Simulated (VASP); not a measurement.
## MgW: equation of state with PBE

Crystal: MgW.

```
CELL_PARAMETERS angstrom
4.68000 0.00000 0.00000
0.00000 5.66000 0.00000
-0.02834 0.00000 4.91992
ATOMIC_POSITIONS crystal
W 0.00000 0.18200 0.25000
W 0.00000 0.81800 0.75000
Mg 0.50000 0.68000 0.25000
Mg 0.50000 0.32000 0.75000
```

```
Program                : VASP 6.6.1
Task                   : equation of state
Functional             : PBE
Potentials or basis    : VASP PAW PBE potentials, release 64 (W_sv, Mg)
Cutoff                 : 520 eV
k mesh                 : 6 × 5 × 6
Occupations            : fermi-dirac, width 0.05 eV
Spin                   : no spin polarisation
Further INCAR settings : ALGO = Normal; EDIFF = 1e-07; NBANDS = 24
```

The equilibrium volume is outside the volumes run.

Energy against volume, from the lowest point:
```
volume (Å³/atom)  energy (meV/atom)
          30.626               0.00
          31.277              86.54
          31.929             172.16
          32.581             256.75
          33.232             340.24
          33.884             422.56
          34.536             503.65
```

All runs of the series together: 19 min on 1 thread of Intel(R) Xeon(R) Platinum 8375C CPU @ 2.90GHz (Ice Lake), on a shared host.

Spin-orbit coupling is left out, which matters for the levels of W.
